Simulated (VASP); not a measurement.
The system is Ag.

```
CELL_PARAMETERS angstrom
0.00000 2.06750 2.06750
2.06750 0.00000 2.06750
2.06750 2.06750 0.00000
ATOMIC_POSITIONS crystal
Ag 0.00000 0.00000 0.00000
```

| Quantity | Value |
| --- | --- |
| Program | VASP 6.6.1 |
| Task | relaxation of cell and atoms |
| Functional | PBEsol |
| Potentials or basis | VASP PAW PBE potentials, release 64 (Ag) |
| Cutoff | 600 eV |
| k mesh | 6 × 6 × 6 |
| Occupations | gaussian, width 0.1 eV |
| Spin | no spin polarisation |

At the start: pressure -5.5 GPa; volume 17.68 Å³/atom.

Problem. Where does the relaxation end?

Solution. Over 3 steps the energy falls by 16.9 meV/atom and the volume is 16.75 Å³/atom (-5.3 %); space group Fm-3m (No. 225, to 0.05 Å).

The path:
```tsv
step	energy change (eV)	largest force (eV/Å)	pressure (GPa)	volume (Å³)
1	0.0000	0.0000	-5.46	17.68
2	-0.0093	0.0000	4.50	16.18
3	-0.0169	0.0000	-0.01	16.75
```

Final structure:
```
Ag
1.0
     0.00000    2.03065    2.03065
     2.03065    0.00000    2.03065
     2.03065    2.03065    0.00000
Ag
1
Direct
  0.00000 0.00000 0.00000
```

Caveat: the k mesh is coarse (spacing up to 0.44 Å⁻¹), so the values aren't converged; the PAW data sets were made with another functional, which shifts forces and pressure a little.
